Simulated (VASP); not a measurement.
These are PBE GGA with D3 dispersion (Becke-Johnson damping), VASP's PBE PAW potentials (set 64) (plane waves; VASP) values and carry that method's errors.

A VASP calculation is set up with these files.

KPOINTS:
```
Automatic mesh
0
Gamma
13 13 7
0 0 0
```

### INCAR
```
SYSTEM = Mg
PREC = Accurate; ENCUT = 520; LREAL = .FALSE.
LASPH = .TRUE.
EDIFF = 1E-7; NELM = 100; ALGO = Normal
ISMEAR = 1; SIGMA = 0.1
GGA = PE; IVDW = 12
IBRION = 2; NSW = 30; ISIF = 4
EDIFFG = -0.01
LWAVE = .FALSE.; LCHARG = .FALSE.
```

File POSCAR:
```
Mg
1
    1.5591009389    -2.7004424642     0.0000000000
    1.5591009389     2.7004424642     0.0000000000
    0.0000000000     0.0000000000     4.9803798658
Mg
2
Direct
  0.3333330000   0.6666670000   0.2500000000
  0.6666670000   0.3333330000   0.7500000000
```

POTCAR, in this order: Mg (PBE.64 set). Program: vasp_std.

**Question.** What will the output report for the number of irreducible k-points (NKPTS), largest plane-wave count, number of space-group operations, FFT grid (NGX, NGY, NGZ)?

**Answer.** 
```
Quantity                                      Result
--------------------------------------  ------------
number of irreducible k-points (NKPTS)            84
largest plane-wave count                        1152
number of space-group operations                  24
FFT grid (NGX, NGY, NGZ)                24 × 24 × 40
```

The compound is Mg in the hcp structure. This cell is one point of a volume scan, at 0.97 of the reference volume. Symmetry was kept, so distortions that lower it aren't found.
